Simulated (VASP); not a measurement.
```
CELL_PARAMETERS angstrom
      3.59589     0.00000     0.00000
      0.00000     3.64954     0.00000
      0.00000     0.00000     3.58843
ATOMIC_POSITIONS crystal
  Fe 0.00000 0.00000 0.00000
  Ni 0.00000 0.50000 0.50000
  Ni 0.50000 0.00000 0.50000
  Ni 0.52491 0.50000 0.00000
```
Starting moments (μB, in the order of the record's atoms Fe Ni Ni Ni): 3.0 0.7 0.7 0.7.

Computed with PBE GGA + U (Dudarev), VASP's PBE PAW potentials (set 64) (plane waves; VASP). Numerical set-up: 400 eV cut-off, 8×8×8 Γ-centred mesh, first-order Methfessel-Paxton smearing of 0.10 eV, potentials Fe Ni, U − J: Fe 2.00 eV, Ni 2.00 eV.

### Question
Give the force on each atom (eV/Å).

### Answer

| atom | Fx | Fy | Fz |
|---|---|---|---|
| Fe1 | 0.232 | 0.000 | 0.000 |
| Ni2 | 0.310 | 0.000 | 0.000 |
| Ni3 | 0.057 | 0.000 | 0.000 |
| Ni4 | -0.599 | 0.000 | 0.000 |

### Question
Give the stress tensor in GPa (positive for a compressed cell).

### Answer

```
 -9.98    0.00    0.00
  0.00  -11.14    0.00
  0.00    0.00   -9.82
```
The pressure is its mean diagonal, -10.31 GPa.

The compound is Ni3Fe in the L1_2 structure. The cell was not relaxed at this level, atoms are displaced from their ideal sites. The run is one of a series of settings (LDAU = .TRUE., LDAUJ = 0 0, LDAUL = 2 2, LDAUTYPE = 2, LDAUU = 2.0 2.0 against the base run), some of them coarse on purpose.
